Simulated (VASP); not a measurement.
The input files of a VASP run:

**KPOINTS**
```
K-points
0
G
  10 10 10
0 0 0
```

POSCAR:
```
AlN
1.0
  0.0000000000   2.0345200000   2.0345200000
  2.0345200000   0.0000000000   2.0345200000
  2.0345200000   2.0345200000   0.0000000000
Al N
1 1
Cartesian
  2.0345200000   2.0345200000   2.0345200000
  0.0000000000   0.0000000000   0.0000000000
```

**INCAR**
```
SYSTEM = AlN
PREC = Accurate
ENCUT = 520
EDIFF = 1E-6
NELM = 100
ALGO = Normal
LREAL = .FALSE.
LASPH = .TRUE.
ISMEAR = 0
SIGMA = 0.05
GGA = PS
LWAVE = .FALSE.
LCHARG = .FALSE.
IBRION = 2
ISIF = 3
NSW = 60
EDIFFG = -0.01
```

POTCAR, in this order: Al N (PBE.64 set). Program: vasp_std.

Write an equivalent input for Ansatz.

One equivalent input (not run):
Ansatz 0.2 input:
```yaml
crystal:
  lattice:
    - [0.0000000, 2.0345200, 2.0345200]
    - [2.0345200, 0.0000000, 2.0345200]
    - [2.0345200, 2.0345200, 0.0000000]
  atoms:
    - { symbol: Al, position: [0.5000000, 0.5000000, 0.5000000] }
    - { symbol: N, position: [0.0000000, 0.0000000, 0.0000000] }
kpoints:
  mp_grid: { grid: [10, 10, 10] }
hamiltonian:
  xc: pbesol
  pseudopotentials: { kind: paw }
scf:
  occupations: { method: gaussian, width: 0.05 }
  max_iter: 100
relax:
  max_steps: 60
  f_tol: 0.01
  cell: {}
output: { forces: true, stress: true, eigenvalues: true }
```
Limits of the translation: each code has its own PAW files, so the cut-off isn't converted (ENCUT is set for VASP's; basis.ecutwfc is left out, and Ansatz then takes the one that its files recommend); Ansatz stops its SCF on the density residual and VASP on the energy change (EDIFF).

The structure comes from a computed database's AlN entry (Fm-3m); how it stands against other phases isn't given here. This run relaxes it. Symmetry was kept, so distortions that lower it aren't found.
